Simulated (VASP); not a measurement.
These are HSE06 screened hybrid, VASP's PBE PAW potentials (set 64) (plane waves; VASP 6.6.1) values and carry that method's errors.

A VASP calculation is set up with these files.

INCAR:
```
SYSTEM = Ga35GeN36
PREC = Normal; ENCUT = 400; LREAL = Auto
LASPH = .True.; ISYM = 0; NELECT = 288.0
EDIFF = 1E-5; NELM = 50; NELMIN = 4
ALGO = Normal; LMAXMIX = 4
ISMEAR = 0; SIGMA = 0.05
GGA = PE; LHFCALC = .True.; AEXX = 0.25
HFSCREEN = 0.2; PRECFOCK = Fast
ISIF = 0
LWAVE = .False.; LCHARG = .False.
```

### POSCAR
```
Ga35GeN36
9.7366360
  0.4999999890  -0.8660253723   0.0000000000
  0.4999999890   0.8660253723   0.0000000000
  0.0000000000   0.0000000000   1.0841818448
Ga N Ge
35 36 1
direct
  0.2220032261   0.1107536760   0.2493510064
  0.1111586121   0.2220921607   0.9997203206
  0.2216490381   0.1101534996   0.7507772515
  0.1101310317   0.2192782744   0.5008643548
  0.2225798235   0.4447187847   0.2481544982
  0.1110886940   0.5556171282   0.9997751367
  0.2193523655   0.4427740843   0.7497709909
  0.1101332997   0.5572503711   0.5011251967
  0.2220379601   0.7777880099   0.2494968189
  0.1110022288   0.8887202804   0.9998436084
  0.2218930630   0.7777439585   0.7508340975
  0.1107552072   0.8884619768   0.5001382205
  0.5559614089   0.1112949006   0.2494023535
  0.4442530108   0.2221488133   0.9997484783
  0.5556689855   0.1109307963   0.7506944903
  0.4420495664   0.2190270267   0.5010434793
  0.5550062148   0.4446390839   0.2480552170
  0.4443409410   0.5554524126   0.9993283130
  0.5562276993   0.4426979157   0.7497385755
  0.5552622892   0.7770729434   0.2480930399
  0.4442583182   0.8887125269   0.9998370821
  0.5563570182   0.7797811154   0.7497538808
  0.4423504432   0.8888780902   0.5010255581
  0.8885297392   0.1111718542   0.2493359795
  0.7777682931   0.2222361917   0.9998151666
  0.8885778071   0.1110407608   0.7506904306
  0.7776071141   0.2220189117   0.5007184441
  0.8884592497   0.4441066064   0.2493837742
  0.7775994180   0.5555231866   0.9998289234
  0.8884604276   0.4439871996   0.7507436851
  0.7796063163   0.5570449767   0.5010651196
  0.8891060715   0.7779509333   0.2495289801
  0.7776699324   0.8887262903   0.9996046086
  0.8889146953   0.7775523174   0.7508723027
  0.7796402323   0.8888610103   0.5012633713
  0.2217557512   0.1104945230   0.4379711046
  0.1112909282   0.2228152102   0.1890172934
  0.2221917466   0.1110793267   0.9386612384
  0.1109036795   0.2216472413   0.6882432261
  0.2292462506   0.4478674695   0.4405162227
  0.1111697975   0.5551601821   0.1890166398
  0.2226890139   0.4446252312   0.9372299905
  0.1108328460   0.5554309162   0.6884877828
  0.2219131558   0.7774692319   0.4381100391
  0.1111087359   0.8888001247   0.1883000279
  0.2222594690   0.7776290233   0.9387070452
  0.1106805131   0.8883559232   0.6883896122
  0.5555331352   0.1107271557   0.4382441450
  0.4447345840   0.2227916968   0.1889641778
  0.5553245103   0.1109467389   0.9387566257
  0.4438897405   0.2214977957   0.6883638247
  0.5512143352   0.4474868774   0.4404800224
  0.4441870336   0.5554691062   0.1878056211
  0.5550771752   0.4446312225   0.9371408890
  0.4439540854   0.5549885642   0.6814457112
  0.5513644495   0.7695235323   0.4405084758
  0.4447584651   0.8885624595   0.1890450898
  0.5550586078   0.7769923708   0.9372023198
  0.4440619365   0.8885318703   0.6883506513
  0.8883666914   0.1106597981   0.4381938071
  0.7778042594   0.2222865626   0.1883314197
  0.8889455545   0.1109777184   0.9386325422
  0.7775967653   0.2220067140   0.6886576604
  0.8883671257   0.4439907919   0.4382201492
  0.7769789698   0.5553084385   0.1890438419
  0.8888849651   0.4446407253   0.9387253788
  0.7774269138   0.5553751317   0.6884036246
  0.8885611930   0.7774552917   0.4382083440
  0.7771112243   0.8885378890   0.1888689896
  0.8886015484   0.7775815850   0.9387798405
  0.7775002188   0.8884924050   0.6885640486
  0.4438248829   0.5547660866   0.4999438224
```

**KPOINTS**
```
Automatic mesh
0
Gamma
1 1 1
0 0 0
```

POTCAR, in this order: Ga N Ge (PBE.64 set). Program: vasp_gam. Read from the step before: WAVECAR.

The cell is charged, with a uniform compensating background. The supercell is sampled at Γ alone, which is coarse: total energies, pressure and levels can be off, energies of defects by several tenths of an eV.

Question: What does the run give for the energy per atom (σ→0)?

Answer: 
The energy per atom (σ→0) is -7.402 eV/atom.

OSZICAR:
```
...
DAV:   5    -0.532967133250E+03    0.59166E-02   -0.39392E-03   412   0.116E-01    0.119E+00
DAV:   6    -0.532964973629E+03    0.21596E-02   -0.86183E-04   412   0.683E-02    0.662E-01
DAV:   7    -0.532964246928E+03    0.72670E-03   -0.34380E-04   412   0.459E-02    0.367E-01
DAV:   8    -0.532964012877E+03    0.23405E-03   -0.10185E-04   412   0.255E-02    0.204E-01
DAV:   9    -0.532963939984E+03    0.72892E-04   -0.38013E-05   311   0.151E-02    0.112E-01
DAV:  10    -0.532963920465E+03    0.19519E-04   -0.15115E-05   244   0.948E-03    0.615E-02
DAV:  11    -0.532963916854E+03    0.36109E-05   -0.59383E-06   215   0.482E-03
   1 F= -.53296392E+03 E0= -.53296392E+03  d E =-.121495E-13
```

The cell is a supercell with a defect, built from GaN (wurtzite): Ge_Ga, charge +1. The cell's shape comes from a PBE relaxation. The run is not spin-polarised, so no state with unpaired spins was tried.
